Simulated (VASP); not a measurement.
VASP input:

### KPOINTS
```
Automatic
0
gamma
 7 7 2
```

### POSCAR
```
MoTe2
1
    1.7956072472    -3.1100825393     0.0000000000
    1.7956072472     3.1100825393    -0.0000000000
   -0.0000000000     0.0000000000    17.9325871286
Te Mo
4 2
Direct
  0.3333330000   0.6666670000   0.8508722958
  0.6666670000   0.3333330000   0.3508722958
  0.6666670000   0.3333330000   0.1491277042
  0.3333330000   0.6666670000   0.6491277042
  0.3333330000   0.6666670000   0.2500000000
  0.6666670000   0.3333330000   0.7500000000
```

### INCAR
```
ALGO=Normal
EDIFF=1E-6
EDIFFG=-0.02
ENCUT=520
GGA=RP
IBRION=2
ISIF=3
ISMEAR=0
LASPH=.True.
LCHARG=.False.
LMAXMIX=4
LREAL=.False.
LWAVE=.False.
NELM=100
NSW=60
PREC=Accurate
SIGMA=0.05
SYSTEM=MoTe2
```

POTCAR, in this order: Te Mo_sv (PBE.64 set). Program: vasp_std.

Question: Write an equivalent input for Quantum ESPRESSO's pw.x.

Answer: One equivalent input (not run):
```
&CONTROL
  calculation = 'vc-relax'
  pseudo_dir = './pseudo'
  outdir = './out'
  tprnfor = .true.
  tstress = .true.
  nstep = 60
  forc_conv_thr = 0.00078
/
&SYSTEM
  ibrav = 0
  nat = 6
  ntyp = 2
  ecutwfc = 82.3
  occupations = 'smearing'
  smearing = 'gaussian'
  degauss = 0.003675
  input_dft = 'rpbe'
/
&ELECTRONS
  conv_thr = 7.3e-08
  electron_maxstep = 100
/
&IONS
/
&CELL
/
ATOMIC_SPECIES
  Te 127.600 Te.upf
  Mo 95.950 Mo.upf
CELL_PARAMETERS angstrom
     1.7956072   -3.1100825    0.0000000
     1.7956072    3.1100825   -0.0000000
    -0.0000000    0.0000000   17.9325871
ATOMIC_POSITIONS crystal
  Te   0.3333330  0.6666670  0.8508723
  Te   0.6666670  0.3333330  0.3508723
  Te   0.6666670  0.3333330  0.1491277
  Te   0.3333330  0.6666670  0.6491277
  Mo   0.3333330  0.6666670  0.2500000
  Mo   0.6666670  0.3333330  0.7500000
K_POINTS automatic
  7 7 2 0 0 0
```
Limits of the translation: the potentials are each code's own (VASP's PAW set, PseudoDojo norm-conserving files in pw.x), so ENCUT and ecutwfc are chosen apart and not converted; conv_thr bounds pw.x's estimated SCF error, while EDIFF bounds the energy change between steps; forc_conv_thr acts on force components and is met together with etot_conv_thr.

The compound is MoTe2 in the 2H layered structure. It was relaxed first, which changed the volume by +34 %. The start is the result of an earlier pass.
